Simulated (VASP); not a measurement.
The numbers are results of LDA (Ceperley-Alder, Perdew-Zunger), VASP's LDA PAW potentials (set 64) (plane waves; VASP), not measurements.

The input files of a VASP run:

### INCAR
```
ALGO=Normal
EDIFF=1E-6
EDIFFG=-0.01
ENCUT=400
IBRION=2
ISIF=3
ISMEAR=0
LASPH=T
LCHARG=F
LMAXMIX=4
LREAL=F
LWAVE=F
NELM=100
NSW=60
PREC=Accurate
SIGMA=0.05
SYSTEM=KBr
```

File KPOINTS:
```
Automatic mesh
0
Gamma
7 7 7
0 0 0
```

POSCAR:
```
KBr
1
    0.0000000000     3.1897936728     3.1897936728
    3.1897936728    -0.0000000000     3.1897936728
    3.1897936728     3.1897936728     0.0000000000
K Br
1 1
Direct
  0.0000000000   0.0000000000   0.0000000000
  0.5000000000   0.5000000000   0.5000000000
```

POTCAR, in this order: K_sv Br (LDA.64 set). Program: vasp_std.

Output of the run:

**OSZICAR**
```
       N       E                     dE             d eps       ncg     rms          rms(c)
DAV:   1     0.881292240619E+02    0.88129E+02   -0.61758E+03   480   0.972E+02
DAV:   2    -0.144110251208E+01   -0.89570E+02   -0.83958E+02   588   0.257E+02
DAV:   3    -0.677693217346E+01   -0.53358E+01   -0.53126E+01   620   0.559E+01
DAV:   4    -0.700504360721E+01   -0.22811E+00   -0.22791E+00   848   0.110E+01
DAV:   5    -0.700624225905E+01   -0.11987E-02   -0.11986E-02   620   0.803E-01    0.402E+00
DAV:   6    -0.685519045485E+01    0.15105E+00   -0.23457E-01   580   0.272E+00    0.290E+00
DAV:   7    -0.683389702786E+01    0.21293E-01   -0.96314E-02   620   0.188E+00    0.127E+00
DAV:   8    -0.683447743517E+01   -0.58041E-03   -0.10289E-02   636   0.910E-01    0.155E-01
DAV:   9    -0.683448030214E+01   -0.28670E-05   -0.27310E-04   672   0.115E-01    0.611E-02
DAV:  10    -0.683453962378E+01   -0.59322E-04   -0.59073E-05   576   0.519E-02    0.232E-02
DAV:  11    -0.683453917457E+01    0.44921E-06   -0.44649E-06   608   0.155E-02
   1 F= -.68345392E+01 E0= -.68345392E+01  d E =-.683454E+01
```

File OUTCAR:
```
------------------------ aborting loop because EDIFF is reached ----------------------------------------
  FORCE on cell =-STRESS in cart. coord.  units (eV):
  Direction    XX          YY          ZZ          XY          YZ          ZX
  --------------------------------------------------------------------------------------
  Total       -0.0035250     -0.0035250     -0.0035250      0.0000000      0.0000000      0.0000000
  in kB       -0.0870062     -0.0870062     -0.0870062      0.0000000      0.0000000      0.0000000
  external PRESSURE =      -0.0870062 kB  Pullay stress =       0.0000000 kB
  volume of cell :       64.91
      direct lattice vectors                 reciprocal lattice vectors
     0.000000000  3.189793673  3.189793673    -0.156749950  0.156749950  0.156749950
     3.189793673  0.000000000  3.189793673     0.156749950 -0.156749950  0.156749950
     3.189793673  3.189793673  0.000000000     0.156749950  0.156749950 -0.156749950
  FREE ENERGIE OF THE ION-ELECTRON SYSTEM (eV)
  ---------------------------------------------------
  free  energy   TOTEN  =        -6.8345391746 eV

  energy  without entropy=       -6.8345391746  energy(sigma->0) =       -6.83453917

 reached required accuracy - stopping structural energy minimisation
```
(Selected blocks of OUTCAR.)

**OUTCAR**
```
 val. band max:       -1.4631273508   @ k =   0.0000   0.0000   0.0000

 cond. band min:       2.8544861519   @ k =   0.0000   0.0000   0.0000


 Fermi energy:        -1.2483024064

 k-point     1 :       0.0000    0.0000    0.0000
  band No.  band energies     occupation
      1     -28.6800      2.00000
      2     -13.9258      2.00000
      3     -12.4043      2.00000
      4     -12.4043      2.00000
      5     -12.4043      2.00000
      6      -1.4631      2.00000
      7      -1.4631      2.00000
      8      -1.4631      2.00000
      9       2.8545      0.00000
     10       5.8770      0.00000
     11       5.8770      0.00000
     12       5.8770      0.00000

 k-point     2 :       0.1429    0.0000    0.0000
  band No.  band energies     occupation
      1     -28.6780      2.00000
      2     -13.9682      2.00000
      3     -12.4058      2.00000
      4     -12.4058      2.00000
      5     -12.3441      2.00000
      6      -1.8281      2.00000
      7      -1.5552      2.00000
      8      -1.5552      2.00000
      9       3.4288      0.00000
     10       5.7583      0.00000
     11       6.1460      0.00000
     12       6.1460      0.00000

 k-point     3 :       0.2857    0.0000    0.0000
  band No.  band energies     occupation
      1     -28.6733      2.00000
      2     -14.0541      2.00000
      3     -12.4091      2.00000
      4     -12.4091      2.00000
      5     -12.2171      2.00000
      6      -2.4673      2.00000
      7      -1.7485      2.00000
      8      -1.7485      2.00000
      9       4.4450      0.00000
     10       5.9640      0.00000
     11       6.8848      0.00000
     12       6.8848      0.00000

 k-point     4 :       0.4286    0.0000    0.0000
  band No.  band energies     occupation
      1     -28.6696      2.00000
      2     -14.1157      2.00000
      3     -12.4117      2.00000
      4     -12.4117      2.00000
      5     -12.1214      2.00000
      6      -2.8819      2.00000
...
```

The compound is KBr in the rock salt structure. It was relaxed first, which changed the volume by -10 %. The start is the result of an earlier pass.
